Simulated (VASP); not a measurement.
An input for Quantum ESPRESSO's pw.x (written as the equivalent of a VASP run, and not itself run):

```
&CONTROL
  calculation = 'vc-relax'
  pseudo_dir = './pseudo'
  outdir = './out'
  tprnfor = .true.
  tstress = .true.
  nstep = 60
  forc_conv_thr = 0.00078
/
&SYSTEM
  ibrav = 0
  nat = 8
  ntyp = 3
  ecutwfc = 84
  occupations = 'smearing'
  smearing = 'gaussian'
  degauss = 0.003675
  input_dft = 'pbesol'
/
&ELECTRONS
  conv_thr = 7.3e-08
  electron_maxstep = 100
/
&IONS
/
&CELL
/
ATOMIC_SPECIES
  Sr 87.620 Sr.upf
  O 15.999 O.upf
  Ba 137.327 Ba.upf
CELL_PARAMETERS angstrom
     0.0000000    2.6631829    2.6631829
     2.6631829    0.0000000    2.6631829
    10.6852292   10.6852292   -0.0324978
ATOMIC_POSITIONS crystal
  Sr   0.9890595  0.9890595  0.0082054
  Sr   0.0109405  0.0109405  0.2417946
  O    0.5000000  0.5000000  0.1250000
  O    0.5218680  0.5218680  0.3585990
  O    0.5000000  0.5000000  0.6250000
  O    0.4781320  0.4781320  0.8914010
  Ba   0.0111253  0.0111253  0.4916560
  Ba   0.9888747  0.9888747  0.7583440
K_POINTS automatic
  7 7 2 0 0 0
```

Question: Translate this input to VASP (INCAR, KPOINTS, POSCAR, choice of POTCAR).

Answer: One answer among several that fit: 
**INCAR**
```
SYSTEM=Ba2Sr2O4
PREC=Accurate; ENCUT=520; LREAL=.FALSE.
LASPH=.TRUE.
EDIFF=1E-6; NELM=100; ALGO=Normal
LMAXMIX=4
ISMEAR=0; SIGMA=0.05
GGA=PS
IBRION=2; NSW=60; ISIF=3
EDIFFG=-0.02
LWAVE=.FALSE.; LCHARG=.FALSE.
```

**KPOINTS**
```
Automatic mesh
0
G
  7 7 2
0 0 0
```

POSCAR:
```
Ba2Sr2O4
1.0
  0.0000000000   2.6631828582   2.6631828582
  2.6631828582   0.0000000000   2.6631828582
 10.6852292150  10.6852292150  -0.0324977821
Sr O Ba
2 4 2
Cart
  2.7217228585   2.7217228585   5.2678257161
  2.6127673034   2.6127673034   0.0504155548
  2.6672450810   2.6672450810   2.6591206354
  5.2215422875   5.2215422875   2.7680062869
  8.0098596885   8.0098596885   2.6428717444
 10.7981770895  10.7981770895   2.5177372019
  5.2830861068   5.2830861068   0.0432796102
 10.7366332701  10.7366332701   5.2424638786
```

POTCAR, in this order: Sr_sv O Ba_sv (PBE.64 set). Program: vasp_std.

Limits of the translation: the potentials are each code's own (VASP's PAW set, PseudoDojo norm-conserving files in pw.x), so ENCUT and ecutwfc are chosen apart and not converted; conv_thr bounds pw.x's estimated SCF error, while EDIFF bounds the energy change between steps; forc_conv_thr acts on force components and is met together with etot_conv_thr.

The structure was generated: Ba2Sr2O4 was put into an ordered model structure (R-3m), which need not be its known phase. This run relaxes it. Symmetry was kept, so distortions that lower it aren't found. The start is the result of an earlier pass.
